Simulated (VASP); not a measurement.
```
GaSb
1.0
    0.00000     3.05000     3.05000
    3.05000     0.00000     3.05000
    3.05000     3.05000     0.00000
Ga Sb
1 1
Direct
  0.00000   0.00000   0.00000
  0.25000   0.25000   0.25000
```

The base run (VASP): PBE GGA, plane waves, VASP's PBE PAW potentials (set 64). Numerical set-up: 400 eV cut-off, 7×7×7 Γ-centred mesh, Gaussian smearing of 0.050 eV, potentials Ga_d Sb.

One setting is varied; ΔE counts from the base run. The base run took about 8 core-seconds. Costs are core time on shared hosts, one run each; read them as rough ratios.

Pressures at a finite cut-off, here 400 eV, hold a Pulay part, which wasn't tested here.

| setting | cost over the base run | electronic steps | ΔE (meV/atom) | pressure (GPa) |
|---|---|---|---|---|
| KPOINTS 2×2×2 Monkhorst-Pack mesh | about 1/3 | 12 | 80.2 | 2.99 |
| KPOINTS 5×5×5 Monkhorst-Pack mesh | within a factor of 2 | 12 | 30.4 | 2.77 |
| base run | reference | 12 | 0.0 | 2.72 |
| KPOINTS 6×6×6 Monkhorst-Pack mesh | within a factor of 2 | 12 | -7.3 | 2.75 |
| KPOINTS 8×8×8 Monkhorst-Pack mesh | about 2 times | 12 | -7.6 | 2.75 |

Left out are runs that failed, have no time on record or changed the cell.

The compound is GaSb in the zinc blende structure. The cell was not relaxed at this level.
